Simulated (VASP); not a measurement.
# Mg2CdS3 (P1) in VASP: relaxation of cell and atoms with PBE

Aim: the relaxation of cell and atoms of Mg2CdS3 with PBE.

Program: VASP 6.6.1. These are calculated values, not measurements. Logs are shortened: lines on timing, memory, paths and dates and some standing lists are left out, and cuts for length are marked.

### Step 1. Starting point

The typed cell holds 12 atoms: a = 7.496 Å, b = 3.757 Å, c = 9.320 Å, α = 90.39°, β = 88.91°, γ = 120.66°.

The cell was built by a generator and needn't be a form met in nature.

### Step 2. Relaxation of cell and atoms, PBE

INCAR reads:

```
SYSTEM = Mg2CdS3
  PREC = Normal
  ENCUT = 520
  EDIFF = 1E-5
  ISMEAR = 0
  SIGMA = 0.05
  LREAL = Auto
  LASPH = .TRUE.
  NELM = 80
  ALGO = Fast
  ISIF = 3
  LWAVE = .FALSE.
  LCHARG = .FALSE.
  GGA = PE
  IBRION = 2
  NSW = 110
  EDIFFG = -0.03
  ISYM = 0
  KPAR = 2
```

KPOINTS reads:

```
regular mesh
0
G
  5 5 2
  0 0 0
```

POSCAR reads:

```
Mg2CdS3
1.0
    7.4954933300     -0.0482650300      0.0719955200
   -1.8947732100      3.2441454100     -0.0128922400
    0.0883175300      0.0144669200      9.3192328300
Mg Cd S
4 2 6
Direct
    0.1409743600      0.6316475300      0.6667251100
    0.6600214800      0.6507577200      0.6581456900
    0.3577539900      0.3970946100      0.3418196700
    0.8280877300      0.2886325000      0.3320026800
    0.0177897300      0.0150210900      0.9785991100
    0.4777018700      0.9414322500      0.0041569500
    0.3493800200      0.3225403400      0.8224190700
    0.8514956200      0.3358788800      0.8163451200
    0.1672286500      0.6770099700      0.1734439300
    0.6493298600      0.6450971600      0.1762727000
    0.9978924800      0.9936218400      0.5006466600
    0.4954718000      0.0063005900      0.4936423500
```

Potentials or basis: VASP PAW PBE potentials, release 64 (Mg, Cd, S).

Command:

```
$ cat potpaw_PBE.64/Mg/POTCAR potpaw_PBE.64/Cd/POTCAR potpaw_PBE.64/S/POTCAR > POTCAR
$ mpirun -np 2 vasp_std > vasp.out
```

OUTCAR:

```text
SYSTEM = Mg2CdS3
   PREC = Normal
   ENCUT = 520
   EDIFF = 1E-5
   ISMEAR = 0
   LREAL = Auto
   LASPH = .TRUE.
   NELM = 80
   ISIF = 3
   GGA = PE
   IBRION = 2
   NSW = 110
   EDIFFG = -0.03
   ISYM = 0

 ion  position               nearest neighbor table
   1  0.141  0.632  0.667-   8 2.31  11 2.59  11 2.64   7 2.68  12 2.77   7 2.80   5 3.53   5 3.55
                             2 3.61   2 3.64
   2  0.660  0.651  0.658-   7 2.50  12 2.59  11 2.60   8 2.67  12 2.73   8 2.73   3 3.57   1 3.61
                             1 3.64
   3  0.358  0.397  0.342-  10 2.42  12 2.43  12 2.62   9 2.69  11 2.73   9 2.81   4 3.41   2 3.57
                             6 3.61
   4  0.828  0.289  0.332-  10 2.54  12 2.61  11 2.62   9 2.62  10 2.76  11 2.77   3 3.41
   5  0.018  0.015  0.979-   7 2.57   8 2.63   8 2.67   9 2.78   9 2.81  10 2.98   6 3.44   1 3.53
                             1 3.55   6 3.61
   6  0.478  0.941  0.004-   9 2.53   7 2.63  10 2.65   7 2.71  10 2.79   8 2.95   5 3.44   3 3.61
                             5 3.61
   7  0.349  0.323  0.822-   2 2.50   5 2.57   6 2.63   1 2.68   6 2.71   1 2.80
   8  0.851  0.336  0.816-   1 2.31   5 2.63   2 2.67   5 2.67   2 2.73   6 2.95
   9  0.167  0.677  0.173-   6 2.53   4 2.62   3 2.69   5 2.78   3 2.81   5 2.81
  10  0.649  0.645  0.176-   3 2.42   4 2.54   6 2.65   4 2.76   6 2.79   5 2.98
  11  0.998  0.994  0.501-   1 2.59   2 2.60   4 2.62   1 2.64   3 2.73   4 2.77
  12  0.495  0.006  0.494-   3 2.43   2 2.59   4 2.61   3 2.62   2 2.73   1 2.77

IMPORTANT INFORMATION: All symmetrisations will be switched off!
NOSYMM: (Re-)initialisation of all symmetry stuff for point group C_1.

----------------------------------------------------------------------------------------

                                     Primitive cell

  volume of cell :     225.7374

  direct lattice vectors                    reciprocal lattice vectors
     7.495493330 -0.048265030  0.071995520     0.133930519  0.078217835 -0.001390671
    -1.894773210  3.244145410 -0.012892240     0.001997164  0.309412067 -0.000499250
     0.088317530  0.014466920  9.319232830    -0.001031914 -0.000176229  0.107315023

  length of vectors
     7.495994472  3.756968348  9.319662538     0.155104311  0.309418915  0.107320129

  position of ions in fractional coordinates (direct lattice)
     0.140974360  0.631647530  0.666725110
     0.660021480  0.650757720  0.658145690
     0.357753990  0.397094610  0.341819670
     0.828087730  0.288632500  0.332002680
     0.017789730  0.015021090  0.978599110
     0.477701870  0.941432250  0.004156950
     0.349380020  0.322540340  0.822419070
     0.851495620  0.335878880  0.816345120
     0.167228650  0.677009970  0.173443930
     0.649329860  0.645097160  0.176272700
     0.997892480  0.993621840  0.500646660
     0.495471800  0.006300590  0.493642350

  ion indices of the primitive-cell ions
   primitive index   ion index
                 1           1
                 2           2
                 3           3
                 4           4
                 5           5
                 6           6
                 7           7
                 8           8
                 9           9
                10          10
                11          11
                12          12

----------------------------------------------------------------------------------------

 KPOINTS: regular mesh

Automatic generation of k-mesh.
 Grid dimensions read from file:
 generate k-points for:    5    5    2

 Generating k-lattice:

  Cartesian coordinates                     Fractional coordinates (reciprocal lattice)
     0.026786104  0.015643567 -0.000278134     0.200000000 -0.000000000  0.000000000
     0.000399433  0.061882413 -0.000099850    -0.000000000  0.200000000  0.000000000
    -0.000515957 -0.000088114  0.053657512    -0.000000000  0.000000000  0.500000000

  Length of vectors
     0.031020862  0.061883783  0.053660064

  Shift w.r.t. Gamma in fractional coordinates (k-lattice)
     0.000000000  0.000000000  0.000000000

 Subroutine IBZKPT returns following result:
 ===========================================

 Found     26 irreducible k-points:

 Following reciprocal coordinates:
            Coordinates               Weight
  0.000000  0.000000  0.000000      1.000000
  0.200000  0.000000 -0.000000      2.000000
  0.400000 -0.000000 -0.000000      2.000000
 -0.000000  0.200000  0.000000      2.000000
  0.200000  0.200000  0.000000      2.000000
  0.400000  0.200000 -0.000000      2.000000
[... 16 lines left out ...]
  0.200000  0.400000  0.500000      2.000000
  0.400000  0.400000  0.500000      2.000000
 [... further k-points ...]
   k-points           NKPTS =     26   k-points in BZ     NKDIM =     26   number of bands    NBANDS=     41
   number of dos      NEDOS =    301   number of ions     NIONS =     12
   total plane-waves  NPLWV =  54432
   dimension x,y,z NGX =    42 NGY =   24 NGZ =   54
   dimension x,y,z NGXF=    84 NGYF=   48 NGZF=  108
   ions per type =               4   2   6
   NGX,Y,Z   is equivalent  to a cutoff of   9.31, 10.62,  9.63 a.u.
   NGXF,Y,Z  is equivalent  to a cutoff of  18.63, 21.24, 19.27 a.u.
 SYSTEM =  Mg2CdS3
   PREC   = normal    normal or accurate (medium, high low for compatibility)
   ISTART =      0    job   : 0-new  1-cont  2-samecut
   ICHARG =      2    charge: 1-file 2-atom 10-const
   ISPIN  =      1    spin polarized calculation?
   LNONCOLLINEAR =      F non collinear calculations
   LSORBIT =      F    spin-orbit coupling
   LASPH  =      T    aspherical Exc in radial PAW
   ENCUT  =  520.0 eV  38.22 Ry    6.18 a.u.  13.94  6.99 17.33*2*pi/ulx,y,z
   NELM   =     80;   NELMIN=  2; NELMDL= -5     # of ELM steps
   EDIFF  = 0.1E-04   stopping-criterion for ELM
   LREAL  =      T    real-space projection
   EDIFFG = -.3E-01   stopping-criterion for IOM
   NSW    =    110    number of steps for IOM
   IBRION =      2    ionic relax: 0-MD 1-quasi-New 2-CG
   NFREE  =      1    steps in history (QN), initial steepest desc. (CG)
   ISIF   =      3    stress and relaxation
   ISYM   =      0    0-nonsym 1-usesym 2-fastsym
   POTIM  = 0.5000    time-step for ionic-motion
   TEBEG  =    0.0;   TEEND  =   0.0 temperature during run
   PSTRESS=    0.0 pullay stress
   NELECT =      68.0000    total number of electrons
   NUPDOWN=      -1.0000    fix difference up-down
   EMIN   =  10.00;   EMAX   =-10.00  energy-range for DOS
   EFERMI =   0.00;   METHOD = LEGACY
   ISMEAR =     0;   SIGMA  =   0.05  broadening in eV -4-tet -1-fermi 0-gaus
   EFERMI_NEDOS =   21; number of points for ismear=-14 and -15
   IALGO  =     68    algorithm
   IMIX   =      4    mixing-type and parameters
     AMIX     =   0.40;   BMIX     =  1.00
     AMIX_MAG =   1.60;   BMIX_MAG =  1.00
  volume/ion in A,a.u.               =      18.81       126.95
  Fermi-wavevector in a.u.,A,eV,Ry     =   1.097429  2.073841 16.386195  1.204351
  Thomas-Fermi vector in A             =   2.233789
   LORBIT       =      0    0 simple, 1 ext, 2 COOP (PROOUT), +10 PAW based schemes
   GGA     = PE    functional components
   LHFCALC =     F    Hartree Fock is set to
   AEXX    =    0.0000 exact exchange contribution
   IVDW    =     0    specifies the selected vdW correction
   LEPSILON=     F    determine dielectric tensor
   LRPA    =     F    only Hartree local field effects (RPA)
 conjugate gradient relaxation of ions
 non-spin polarized calculation
 RMM-DIIS sequential band-by-band and
 Gauss-broadening in eV      SIGMA  =   0.05
  energy-cutoff  :      520.00
  volume of cell :      225.74
 maximum number of plane-waves:      6100
   NGX = 27   NGY = 13   NGZ = 35

--------------------------------------- Ionic step        1  -------------------------------------------

 number of electron      67.9999972 magnetization

 Free energy of the ion-electron system (eV)
  ---------------------------------------------------
  ext. energy  EPLUGINS =         0.00000000
  ---------------------------------------------------
  free energy    TOTEN  =       -44.95669980 eV

  energy without entropy =      -44.95669980  energy(sigma->0) =      -44.95669980

------------------------ aborting loop because EDIFF is reached ----------------------------------------

  FORCE on cell =-STRESS in cart. coord.  units (eV):
  Direction    XX          YY          ZZ          XY          YZ          ZX
  --------------------------------------------------------------------------------------
  -------------------------------------------------------------------------------------
  Total        3.6545405      3.1922524      1.6140659      1.7562439     -0.7295702     -3.3222241
  in kB       25.9381952     22.6570939     11.4558742     12.4649860     -5.1781432    -23.5795710
  external PRESSURE =      20.0170544 kB  Pullay stress =       0.0000000 kB
[... 119 lines left out ...]
  FREE ENERGIE OF THE ION-ELECTRON SYSTEM (eV)
  ---------------------------------------------------
  free  energy   TOTEN  =       -45.3261280689 eV

  energy  without entropy=      -45.3261280689  energy(sigma->0) =      -45.32612807

[... ionic steps 4 to 17 ...]

--------------------------------------- Ionic step       18  -------------------------------------------

 number of electron      68.0000009 magnetization

------------------------ aborting loop because EDIFF is reached ----------------------------------------

  FORCE on cell =-STRESS in cart. coord.  units (eV):
  Direction    XX          YY          ZZ          XY          YZ          ZX
  --------------------------------------------------------------------------------------
  -------------------------------------------------------------------------------------
  Total        0.0717765      0.0411105      0.0974409      0.0075584     -0.0282456      0.0110039
  in kB        0.5082413      0.2910987      0.6899678      0.0535201     -0.2000037      0.0779177
  external PRESSURE =       0.4964359 kB  Pullay stress =       0.0000000 kB
[... 77 lines left out ...]
  energy  without entropy=      -45.5548925051  energy(sigma->0) =      -45.55489251

--------------------------------------- Ionic step       20  -------------------------------------------

 number of electron      68.0000009 magnetization

 Free energy of the ion-electron system (eV)
  ---------------------------------------------------
  ext. energy  EPLUGINS =         0.00000000
  ---------------------------------------------------
  free energy    TOTEN  =       -45.55537880 eV

  energy without entropy =      -45.55537880  energy(sigma->0) =      -45.55537880

 E-fermi :   3.5371     XC(G=0):  -9.8820

 val. band max:        3.3052822547   @ k =  -0.0000  -0.0000   0.5000
 cond. band min:       4.9800018399   @ k =   0.0000   0.0000   0.0000
 fundamental gap:      1.6747195851
 Fermi energy:         3.5370614421

 k-point     1 :       0.0000    0.0000    0.0000
  band No.  band energies     occupation
      1      -9.3239      2.00000
      2      -8.5401      2.00000
      3      -8.4197      2.00000
      4      -8.2411      2.00000
      5      -8.0316      2.00000
      6      -7.8871      2.00000
[... 1045 lines left out ...]
     40       8.5605      0.00000
     41       8.7450      0.00000

 [... further k-points ...]
[... 5 lines left out ...]
  --------------------------------------------------------------------------------------
  -------------------------------------------------------------------------------------
  Total        0.0821739      0.0537723      0.0940742      0.0072662     -0.0258659      0.0051512
  in kB        0.5818552      0.3807496      0.6661183      0.0514504     -0.1831507      0.0364746
  external PRESSURE =       0.5429077 kB  Pullay stress =       0.0000000 kB
[... 27 lines left out ...]
  FREE ENERGIE OF THE ION-ELECTRON SYSTEM (eV)
  ---------------------------------------------------
  free  energy   TOTEN  =       -45.5553788042 eV

  energy  without entropy=      -45.5553788042  energy(sigma->0) =      -45.55537880

 reached required accuracy - stopping structural energy minimisation
```

It took 12 min on 2 MPI ranks of Intel Xeon Platinum 8488C (Sapphire Rapids), shared host; peak memory 0.32 GiB.

What came out:

| Property | Result |
| --- | --- |
| Free energy | -45.5554 eV |
| Relaxed volume | 18.86 Å³/atom |
| Relaxed cell | a = 7.523 Å, b = 3.765 Å, c = 9.229 Å, α = 89.99°, β = 90.00°, γ = 120.05° |
| Space group after relaxing (to 0.05 Å) | P-3m1 (No. 164) |
| Energy gained by relaxing | 49.9 meV/atom |
| Ionic steps | 20 |
| Pressure after relaxing | 0.1 GPa |
| Largest force after relaxing | 0.026 eV/Å |
| Band gap on the k mesh | 1.67 eV, indirect (least direct gap 1.78 eV) |

Forces in eV/Å, atoms in the order of the input:
```
Mg  -0.007  0.013  0.007
Mg  -0.008 -0.001  0.000
Mg   0.014  0.000 -0.009
Mg  -0.006 -0.002 -0.010
Cd   0.008  0.004 -0.006
Cd  -0.006  0.003  0.012
S   -0.005  0.008 -0.006
S   -0.005 -0.009 -0.014
S    0.021 -0.012  0.008
S   -0.004 -0.006  0.001
S   -0.007 -0.003  0.014
S    0.005  0.005  0.004
```

Step by step:
| step | energy change (eV) | largest force (eV/Å) | pressure (GPa) | volume (Å³) |
| --- | --- | --- | --- | --- |
| 1 | 0.0000 | 1.4837 | 2.00 | 225.74 |
| 2 | -0.3606 | 0.5841 | -1.45 | 233.44 |
| 3 | -0.3694 | 0.5144 | -2.01 | 235.06 |
| 4 | -0.4741 | 0.3805 | -0.24 | 228.28 |
| 5 | -0.4850 | 0.3206 | 0.72 | 225.22 |
| 6 | -0.5294 | 0.2606 | 0.45 | 225.58 |
| 7 | -0.5593 | 0.3041 | 0.13 | 226.12 |
| 8 | -0.5802 | 0.1512 | -0.15 | 226.94 |
| 9 | -0.5852 | 0.0882 | -0.31 | 227.50 |
| 10 | -0.5852 | 0.0915 | -0.34 | 227.60 |
| 11 | -0.5905 | 0.0688 | 0.24 | 225.62 |
| 12 | -0.5905 | 0.0693 | 0.27 | 225.59 |
| 13 | -0.5951 | 0.0534 | 0.12 | 226.12 |
| 14 | -0.5956 | 0.0628 | 0.05 | 226.31 |
| 15 | -0.5957 | 0.0680 | 0.04 | 226.38 |
| 16 | -0.5972 | 0.0393 | -0.12 | 226.81 |
| 17 | -0.5974 | 0.0437 | -0.18 | 227.00 |
| 18 | -0.5982 | 0.0442 | 0.05 | 226.27 |
| 19 | -0.5982 | 0.0449 | 0.05 | 226.26 |
| 20 | -0.5987 | 0.0256 | 0.05 | 226.27 |

Final structure:
```yaml
crystal:
  lattice:
    - [7.52271, -0.00550, 0.00092]
    - [-1.88321, 3.26043, 0.00042]
    - [-0.00087, 0.00102, 9.22921]
  atoms:
    - { symbol: Mg, position: [0.16645, 0.65686, 0.65862] }
    - { symbol: Mg, position: [0.66656, 0.65964, 0.65889] }
    - { symbol: Mg, position: [0.33213, 0.32665, 0.33536] }
    - { symbol: Mg, position: [0.83256, 0.32481, 0.33537] }
    - { symbol: Cd, position: [0.99882, 0.99340, 0.99736] }
    - { symbol: Cd, position: [0.49939, 0.98977, 0.99637] }
    - { symbol: S, position: [0.33313, 0.32365, 0.81829] }
    - { symbol: S, position: [0.83369, 0.32691, 0.81831] }
    - { symbol: S, position: [0.16556, 0.66059, 0.17567] }
    - { symbol: S, position: [0.66556, 0.65812, 0.17573] }
    - { symbol: S, position: [0.99973, 0.99198, 0.49700] }
    - { symbol: S, position: [0.49954, 0.99266, 0.49723] }
```

Caveat: an odd mesh through Γ misses points on the zone boundary, where band edges often lie.
